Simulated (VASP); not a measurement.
# HfPb with r2SCAN: from relaxation to properties, part 2 of 3

Aim: relax HfPb, then compute properties on the relaxed cell. The cell is invented: it takes the structure of COD entry 9012004, Pb (space group 225 there), with some of its atoms replaced by other elements, volume scaled by an estimate. It may not be a known or stable phase.

VASP 6.6.1; r2SCAN; plane waves and PAW (Pb_d, Hf_pv); invented cell.

Still holding for the runs below: The k-mesh is coarse for a metal.

So far. Step 2 (Relaxing cell and atoms (r2SCAN)): It ends with forces that vanish by symmetry and a pressure of 0.02 GPa. The relaxed cell has a = 3.289, c = 4.288 Å (conventional setting).

### 3. Second relaxation

The basis stayed that of the start cell while the cell moved. A rerun from the cell reached resets it; the error of the finite cutoff stays.

The input, INCAR:

```
SYSTEM = HfPb
PREC = Accurate
ENCUT = 400
EDIFF = 1E-06
NELM = 100
ISMEAR = 0
SIGMA = 0.05
LREAL = .FALSE.
ALGO = Normal
METAGGA = R2SCAN
LASPH = .TRUE.
LORBIT = 11
LWAVE = .FALSE.
LCHARG = .FALSE.
IBRION = 2
NSW = 60
ISIF = 3
EDIFFG = -0.01
```

The input, POSCAR:

```
HfPb
1.0
    3.2891436265      0.0000000000      0.0000000000
    0.0000000000      3.2891436265      0.0000000000
    0.0000000000      0.0000000000      4.2878538950
Pb Hf
1 1
Direct
    0.0000000000      0.0000000000      0.0000000000
    0.5000000000      0.5000000000      0.5000000000
```

The input, KPOINTS:

```
Automatic mesh
0
Gamma
8 8 6
0 0 0
```

The projector-augmented-wave data sets are Pb_d and Hf_pv (PBE family, release 64).

Command:

```console
$ mpirun -np 1 vasp_std
```

Log:

```text
[banner, memory and clock lines left out]
running    1 mpi-ranks, on    1 nodes
 distrk:  each k-point on    1 cores,    1 groups
 distr:  one band on    1 cores,    1 groups

 POSCAR found type information on POSCAR PbHf
 POSCAR found :  2 types and       2 ions
 [... a notice as in an earlier step ...]

 LDA part: xc-table for (None), standard interpolation
 POSCAR, INCAR and KPOINTS ok, starting setup
 FFT: planning ... GRIDC
 FFT: planning ... GRID_SOFT
 FFT: planning ... GRID
 WAVECAR not read
 entering main loop
       N       E                     dE             d eps       ncg     rms          rms(c)
DAV:   1     0.605565915241E+02    0.60557E+02   -0.11725E+04  1920   0.143E+03
DAV:   2    -0.994932759421E+02   -0.16005E+03   -0.15798E+03  1976   0.368E+02
DAV:   3    -0.107608069811E+03   -0.81148E+01   -0.80614E+01  2728   0.823E+01
DAV:   4    -0.107744870554E+03   -0.13680E+00   -0.13677E+00  2176   0.122E+01
DAV:   5    -0.107750248106E+03   -0.53776E-02   -0.53774E-02  2904   0.219E+00    0.362E+01
DAV:   6    -0.101241969837E+03    0.65083E+01   -0.24451E+00  2432   0.240E+01    0.206E+01
DAV:   7    -0.101291762960E+03   -0.49793E-01   -0.61072E-01  2600   0.486E+00    0.465E+00
DAV:   8    -0.101289362376E+03    0.24006E-02   -0.65137E-02  2480   0.225E+00    0.692E-01
DAV:   9    -0.101287976796E+03    0.13856E-02   -0.67159E-03  2480   0.513E-01    0.221E-01
DAV:  10    -0.101288033647E+03   -0.56851E-04   -0.84739E-04  2296   0.271E-01    0.531E-02
DAV:  11    -0.101288049033E+03   -0.15386E-04   -0.40307E-05  2368   0.524E-02    0.207E-02
DAV:  12    -0.101288054109E+03   -0.50766E-05   -0.10642E-05  2384   0.363E-02    0.740E-03
DAV:  13    -0.101288053973E+03    0.13592E-06   -0.50944E-07  1248   0.968E-03
   1 F= -.10128805E+03 E0= -.10128735E+03  d E =-.101288E+03
 curvature:   0.00 expect dE= 0.000E+00 dE for cont linesearch  0.000E+00
 trial: gam= 0.00000 g(F)=  0.000E+00 g(S)=  0.129E-04 ort = 0.000E+00 (trialstep = 0.100E+01)
 search vector abs. value=  0.129E-04
 reached required accuracy - stopping structural energy minimisation
```

The job ended after 2.3 min (1 MPI rank of AMD EPYC 7R43, shared host; peak memory 0.13 GiB).

From OUTCAR (step 3):

```text
  LATTYP: Found a simple tetragonal cell.
 ALAT       =     3.2891436265
 C/A-ratio  =     1.3036383880

The static configuration has the point symmetry D_4h.

 Found     60 irreducible k-points:

   dimension x,y,z NGX =    24 NGY =   24 NGZ =   28
   dimension x,y,z NGXF=    48 NGYF=   48 NGZF=   56

   ENCUT  =  400.0 eV  29.40 Ry    5.42 a.u.   5.36  5.36  6.99*2*pi/ulx,y,z

   NELECT =      24.0000    total number of electrons

 E-fermi :   7.8801

 k-point     1 :       0.0000    0.0000    0.0000
  band No.  band energies     occupation
    ...
      8      -9.6693      2.00000
      9      -4.6872      2.00000
     10       5.5531      2.00000
     11       6.2920      2.00000
     12       6.4135      2.00000
     13      10.6183      0.00000
     14      10.6183      0.00000
     15      11.7104      0.00000
     16      11.7107      0.00000

 k-point     2 :       0.1250    0.0000    0.0000
  band No.  band energies     occupation
    ...
      8      -9.6923      2.00000
      9      -4.4253      2.00000
     10       5.7833      2.00000
     11       6.1151      2.00000
     12       6.3706      2.00000
     13       9.4286      0.00000
     14      10.6315      0.00000
     15      10.8308      0.00000
     16      10.8548      0.00000

  Total       -0.0127508     -0.0127508     -0.0144831      0.0000000      0.0000000      0.0000000
  in kB       -0.4403933     -0.4403933     -0.5002257      0.0000000      0.0000000      0.0000000
  external PRESSURE =      -0.4603375 kB  Pullay stress =       0.0000000 kB

  energy-cutoff  :      400.00
  volume of cell :       46.39
      direct lattice vectors                 reciprocal lattice vectors
     3.289143627  0.000000000  0.000000000     0.304030506  0.000000000  0.000000000
     0.000000000  3.289143627  0.000000000     0.000000000  0.304030506  0.000000000
     0.000000000  0.000000000  4.287853895     0.000000000  0.000000000  0.233216902

 POSITION                                       TOTAL-FORCE (eV/Angst)
 -----------------------------------------------------------------------------------
      0.00000      0.00000      0.00000         0.000000      0.000000      0.000000
      1.64457      1.64457      2.14393         0.000000      0.000000      0.000000
 -----------------------------------------------------------------------------------
    total drift:                                0.000000      0.000000     -0.000000

  FREE ENERGIE OF THE ION-ELECTRON SYSTEM (eV)
  ---------------------------------------------------
  free  energy   TOTEN  =      -101.2880539733 eV

  energy  without entropy=     -101.2866510984  energy(sigma->0) =     -101.28735254

 total charge
# of ion       s       p       d       tot
------------------------------------------
    1        1.251   1.121   9.809  12.181
    2        0.320   6.275   1.548   8.144
--------------------------------------------------
tot          1.570   7.397  11.358  20.325

[... 4 parts as in an earlier step ...]

[... 6 further parts left out ...]
```

CONTCAR:

```
HfPb
   1.00000000000000
     3.2891436265000000    0.0000000000000000    0.0000000000000000
     0.0000000000000000    3.2891436265000000    0.0000000000000000
     0.0000000000000000    0.0000000000000000    4.2878538949999996
  Pb              Hf
     1     1
Direct
     0.0000000000000000    0.0000000000000000    0.0000000000000000
     0.5000000000000000    0.5000000000000000    0.5000000000000000
```

Little changed from the start: no atom moved by 0.005 Å and no cell edge by 0.1 %.

This step gave:

* free energy (TOTEN): -101.2881 eV
* energy at zero smearing: -101.2874 eV
* pressure: -0.04603 GPa
* SCF cycles over all ionic steps: 13

It ends with forces that vanish by symmetry and a pressure of -0.05 GPa. The volume moved by under 0.01 %: the run met its threshold at the first step.

### 4. Density, ELF and potential (r2SCAN)

A single point on the relaxed cell gives a clean self-consistent state, with density, ELF and potential written out.

INCAR, as its differences from that of step 3:

```diff
@@ -13,6 +13,5 @@
 LWAVE = .FALSE.
-LCHARG = .FALSE.
-IBRION = 2
-NSW = 60
-ISIF = 3
-EDIFFG = -0.01
+LCHARG = .TRUE.
+ISIF = 2
+LELF = .TRUE.
+LVHAR = .TRUE.
```

POSCAR is that of step 3.

KPOINTS is that of step 3.

Command:

```console
$ mpirun -np 1 vasp_std
```

Log:

```text
[... set-up lines as in an earlier step ...]
 entering main loop
       N       E                     dE             d eps       ncg     rms          rms(c)
[... 13 cycles as in an earlier step ...]
   1 F= -.10128805E+03 E0= -.10128735E+03  d E =-.140287E-02
```

The job ended after 2.1 min (1 MPI rank; peak memory 0.13 GiB).

From OUTCAR (step 4):

```text
The static configuration has the point symmetry D_4h.

 Found     60 irreducible k-points:

   NELECT =      24.0000    total number of electrons

 E-fermi :   7.8801

[... 20 parts as in an earlier step ...]
```

Numbers from this step:

```
SCF cycles : 13
```

Valence electrons inside each PAW sphere by angular momentum. Sphere charges, by row:

```
atom  s (e)  p (e)  d (e)  tot (e)
 Pb1  1.251  1.121  9.809    12.18
 Hf2   0.32  6.275  1.548    8.144
```

Electrostatic potential energy in the ac plane at fractional y = 0.000, with atoms of Pb within 0.2 Å of it. With pseudopotentials it is smooth inside the atoms' cores, unlike the true potential.

Ten even steps from '_' (-88 eV) to '@' (2 eV):
```
______::==##@@@@@@@@@@@@##==::____
____..--++%%@@@@@@@@@@@@%%++--..__
..::--++##%%@@@@@@@@@@@@%%##++--::
==++**##%%@@@@@@@@@@@@@@@@%%##**++
####%%%%@@@@@@@@@@@@@@@@@@@@%%%%##
@@@@@@@@@@@@@@@@@@@@@@@@@@@@@@@@@@
@@@@@@@@@@@@@@@@@@@@@@@@@@@@@@@@@@
@@@@@@@@@@@@@@@@@@@@@@@@@@@@@@@@@@
@@@@@@@@@@@@@@@@@@@@@@@@@@@@@@@@@@
@@@@@@@@@@@@@@@@@@@@@@@@@@@@@@@@@@
@@@@@@@@@@@@@@@@@@@@@@@@@@@@@@@@@@
@@@@@@@@@@@@@@@@@@@@@@@@@@@@@@@@@@
@@@@@@@@@@@@@@@@@@@@@@@@@@@@@@@@@@
@@@@@@@@@@@@@@@@@@@@@@@@@@@@@@@@@@
@@@@@@@@@@@@@@@@@@@@@@@@@@@@@@@@@@
@@@@@@@@@@@@@@@@@@@@@@@@@@@@@@@@@@
####%%%%@@@@@@@@@@@@@@@@@@@@%%%%##
==++**##%%@@@@@@@@@@@@@@@@%%##**++
..::--++##%%@@@@@@@@@@@@%%##++--::
____..--++%%@@@@@@@@@@@@%%++--..__
______::==##@@@@@@@@@@@@##==::____
______..==##@@@@@@@@@@@@##==..____
```
Columns run along a (3.3 Å; values clipped at the 3rd and 97th percentile), rows up along c (4.3 Å). Atoms in or near the plane, at fractional coordinates: Pb at (0.00, 0.00).

ELF in the ac plane at fractional y = 0.000, with atoms of Pb within 0.2 Å of it. It is the smooth field of the valence electrons, not physical close to the nuclei.

Values, 18 rows by 14 columns, each cell a mean:
```
0.14 0.10 0.21 0.40 0.45 0.32 0.26 0.25 0.26 0.34 0.45 0.37 0.18 0.10
0.14 0.20 0.34 0.46 0.43 0.32 0.29 0.28 0.30 0.34 0.44 0.44 0.31 0.18
0.35 0.40 0.46 0.47 0.40 0.35 0.34 0.33 0.34 0.36 0.41 0.47 0.45 0.38
0.48 0.48 0.46 0.42 0.40 0.40 0.39 0.38 0.39 0.40 0.40 0.43 0.47 0.48
0.42 0.41 0.41 0.43 0.44 0.44 0.43 0.44 0.43 0.44 0.44 0.42 0.41 0.41
0.41 0.42 0.43 0.43 0.43 0.45 0.47 0.48 0.47 0.44 0.43 0.43 0.42 0.41
0.37 0.37 0.37 0.37 0.41 0.46 0.51 0.53 0.51 0.45 0.40 0.37 0.37 0.37
0.28 0.28 0.29 0.32 0.39 0.48 0.54 0.56 0.54 0.46 0.37 0.31 0.29 0.28
0.23 0.24 0.25 0.29 0.38 0.49 0.56 0.58 0.55 0.47 0.36 0.29 0.25 0.24
0.26 0.27 0.28 0.31 0.38 0.48 0.55 0.57 0.54 0.46 0.37 0.31 0.28 0.27
0.35 0.35 0.35 0.36 0.40 0.47 0.52 0.53 0.51 0.45 0.39 0.36 0.35 0.35
0.41 0.41 0.42 0.42 0.43 0.45 0.48 0.49 0.48 0.45 0.43 0.42 0.42 0.41
0.41 0.41 0.42 0.43 0.44 0.44 0.44 0.45 0.44 0.44 0.44 0.43 0.41 0.41
0.48 0.47 0.45 0.42 0.41 0.41 0.40 0.39 0.40 0.41 0.41 0.42 0.45 0.47
0.39 0.43 0.47 0.46 0.39 0.36 0.35 0.33 0.35 0.37 0.41 0.47 0.47 0.42
0.17 0.23 0.36 0.47 0.42 0.32 0.30 0.28 0.30 0.34 0.44 0.45 0.34 0.21
0.13 0.11 0.22 0.41 0.44 0.32 0.26 0.25 0.27 0.34 0.45 0.38 0.20 0.10
0.45 0.13 0.16 0.37 0.45 0.32 0.25 0.24 0.26 0.35 0.45 0.34 0.14 0.14
```
Columns run along a (3.3 Å), rows up along c (4.3 Å). Atoms in or near the plane, at fractional coordinates: Pb at (0.00, 0.00).

Valence density in the ac plane at fractional y = 0.000, with atoms of Pb within 0.2 Å of it. It is the smooth field of the valence electrons, not physical close to the nuclei.

Ten even steps from '_' (0.1 e/Å³) to '@' (8.4 e/Å³):
```
%%%%**--..________________..--**%%
**++==::..________________..::==++
==--::..____________________..::--
::....________________________....
__________________________________
__________________________________
__________________________________
__________________________________
__________________________________
__________________________________
__________________________________
__________________________________
__________________________________
__________________________________
__________________________________
__________________________________
__________________________________
::....________________________....
==--::..____________________..::--
**++==::..________________..::==++
%%%%**--..________________..--**%%
@@%%**==::________________::==**%%
```
Columns run along a (3.3 Å), rows up along c (4.3 Å). Atoms in or near the plane, at fractional coordinates: Pb at (0.00, 0.00).

In this run the pressure is -0.05 GPa, small enough to go on.

### 5. Band structure (r2SCAN)

Levels along the symmetry lines show where the bands peak and cross; KPOINTS_OPT computes them in the converged potential.

INCAR, as its differences from that of step 4:

```diff
@@ -13,5 +13,2 @@
 LWAVE = .FALSE.
-LCHARG = .TRUE.
-ISIF = 2
-LELF = .TRUE.
-LVHAR = .TRUE.
+LCHARG = .FALSE.
```

POSCAR is that of step 4.

KPOINTS is that of step 4.

The input, KPOINTS_OPT:

```
Line mode
16
Line-mode
Reciprocal
  0.00000000   0.00000000   0.00000000 GAMMA
  0.00000000   0.50000000   0.00000000 X

  0.00000000   0.50000000   0.00000000 X
  0.50000000   0.50000000   0.00000000 M

  0.50000000   0.50000000   0.00000000 M
  0.00000000   0.00000000   0.00000000 GAMMA

  0.00000000   0.00000000   0.00000000 GAMMA
  0.00000000   0.00000000   0.50000000 Z

  0.00000000   0.00000000   0.50000000 Z
  0.00000000   0.50000000   0.50000000 R

  0.00000000   0.50000000   0.50000000 R
  0.50000000   0.50000000   0.50000000 A

  0.50000000   0.50000000   0.50000000 A
  0.00000000   0.00000000   0.50000000 Z

  0.00000000   0.50000000   0.00000000 X
  0.00000000   0.50000000   0.50000000 R

  0.50000000   0.50000000   0.00000000 M
  0.50000000   0.50000000   0.50000000 A
```

Command:

```console
$ mpirun -np 1 vasp_std
```

Log:

```text
[... set-up lines as in an earlier step ...]
 entering main loop
       N       E                     dE             d eps       ncg     rms          rms(c)
[... 13 cycles as in an earlier step ...]
   1 F= -.10128805E+03 E0= -.10128735E+03  d E =-.140287E-02
 Start KPOINTS_OPT (optional k-point list driver)
k-point batch [1-60\144]
       N       E                     dE             ncg
DAV:   1    -0.271630059943E+04   -0.28689E+05     1920
DAV:   2    -0.125316194674E+05   -0.98153E+04     1976
DAV:   3    -0.130875955956E+05   -0.55598E+03     2672
DAV:   4    -0.130967735770E+05   -0.91780E+01     2280
DAV:   5    -0.130971392938E+05   -0.36572E+00     2832
DAV:   6    -0.130971548381E+05   -0.15544E-01     2640
DAV:   7    -0.130971549128E+05   -0.74726E-04     2776
DAV:   8    -0.130971549138E+05   -0.93996E-06     1808
[...]
k-point batch [121-144\144]
       N       E                     dE             ncg
DAV:   1     0.244645215257E+05   -0.21782E+05      776
DAV:   2     0.206831228867E+05   -0.37814E+04      800
DAV:   3     0.204857680931E+05   -0.19735E+03     1104
DAV:   4     0.204827415062E+05   -0.30266E+01      880
DAV:   5     0.204826319494E+05   -0.10956E+00     1208
DAV:   6     0.204826283040E+05   -0.36453E-02      984
DAV:   7     0.204826282835E+05   -0.20511E-04     1152
DAV:   8     0.204826282832E+05   -0.26550E-06      680
```

Elapsed: 4.9 min, on 1 MPI rank; peak memory 0.15 GiB.

Parts of OUTCAR (step 5):

```text
   NELECT =      24.0000    total number of electrons

 E-fermi :   7.8801

[... 20 parts as in an earlier step ...]

[... 2 further parts left out ...]
```

Spin-orbit coupling is off here; with elements this heavy it splits and shifts levels by tenths of an eV or more.

The electronic bands at the labelled points (eV, zero at the Fermi level; # counts the bands kept):

```
          point      #1     #2     #3     #4     #5    #6
              Γ  -12.57  -2.33  -1.59  -1.47   2.74  2.74
0.47 of the way  -11.66  -2.56  -2.12  -1.69   0.95  2.14
              X   -9.44  -6.49  -2.73  -1.14   1.15  2.83
0.47 of the way   -8.89  -5.39  -1.81  -0.61   0.01  1.34
              M   -7.71  -2.97  -2.97  -0.79   0.28  0.28
0.53 of the way  -10.83  -2.04  -1.84  -1.66  -0.15  1.37
              Γ  -12.57  -2.33  -1.59  -1.47   2.74  2.74
0.47 of the way  -12.11  -5.06  -1.48   0.07   1.44  1.44
              Z  -11.29  -7.08  -1.50   0.72   0.72  0.90
0.47 of the way  -10.72  -5.92  -1.59  -1.04   1.42  1.43
              R   -9.50  -4.49  -3.06  -2.32   1.94  2.07
0.47 of the way   -8.71  -4.30  -3.40  -0.69   0.19  2.07
              A   -6.48  -4.18  -4.18  -3.84   2.08  3.01
0.47 of the way   -9.71  -4.51  -2.38  -0.07   0.30  1.00
              Z  -11.29  -7.08  -1.50   0.72   0.72  0.90
      jump to X   -9.44  -6.49  -2.73  -1.14   1.15  2.83
0.47 of the way   -9.47  -5.83  -2.87  -1.31   1.51  2.75
              R   -9.50  -4.49  -3.06  -2.32   1.94  2.07
      jump to M   -7.71  -2.97  -2.97  -0.79   0.28  0.28
0.53 of the way   -7.20  -3.75  -3.75  -2.07   0.16  1.83
              A   -6.48  -4.18  -4.18  -3.84   2.08  3.01
```

Of the projections kept (Pb, Hf), the largest for each band there; the rest of the weight can lie on other orbitals:

```
point       #1       #2       #3       #4       #5       #6
    Γ  Pb 0.86  Hf 0.86  Pb 0.63  Hf 0.97  Hf 0.97  Hf 0.97
    X  Pb 0.91  Pb 0.55  Hf 0.62  Hf 0.98  Hf 0.86  Hf 1.00
    M  Pb 0.88  Pb 0.72  Pb 0.72  Hf 0.83  Hf 0.91  Hf 0.91
    Γ  Pb 0.86  Hf 0.86  Pb 0.63  Hf 0.97  Hf 0.97  Hf 0.97
    Z  Pb 0.91  Hf 0.61  Hf 1.00  Hf 0.74  Hf 0.74  Hf 0.95
    R  Pb 0.90  Pb 0.72  Pb 0.50  Hf 0.91  Hf 0.97  Hf 0.97
```

The electronic bands as a text plot (rows in eV, shown from -8.0 to 3.2 only):

```
    2.9 |**   **             *                **        **      *
    2.5 |  * *  *           ***              *  *         *    *
    2.0 |                  **  *      ******* **           *
    1.6 | * **   *        *          **      *  ** **    **   * *
    1.1 |  *  **  *     **      *****            *   ****
    0.6 |       *  *   **  *     ***              * ****     * *
    0.2 |         *****  *      *          **      *        * *
   -0.3 |        *  * *   *    *                   * *       *
   -0.8 |       * ** * *            *      *      * *       **
   -1.2 |*  ****           *****   ****     *        ** **
   -1.7 |***      *     ******  ***  * *  *      * *   *  *   *
   -2.2 |****    * *    *   **          **                 *
   -2.6 |    ****   * ** *            *         * *     **     *
   -3.1 |           *** *     *         ***  *            ****
   -3.6 |   *          *                   ***  **            * *
   -4.0 |          *           *       *    ***** *            **
   -4.5 |                               ****
   -5.0 |    *    *                                *       *
   -5.4 |        *              *     *                   *
   -5.9 |     *                      *              *    *
   -6.4 |      **                *  *         *      *  *       *
   -6.8 |                          *           *      *        *
   -7.3 |                         *          *         *      *
   -7.8 |           ***                         *           **
         Γ     X     M       Γ    Z     R     A       Z|X  R|M  A
```

There is no gap at this level.

(Continued in part 3 of 3.)

[Lines on the potential files, build, host, timing and source positions are cut from VASP's logs without a mark.]

[Logs are printed without paths, hosts, clocks, repeated set-up lines and the standing remarks that a program may print on its own settings, such as how far it seeks lower states.]

[Hosts, paths, dates, database ids (printed as entryN), source tags and the programs' standing remarks are cut or masked in the printed files.]

[A measured line is paired with the nearest computed mode of its activity, which favours agreement.]
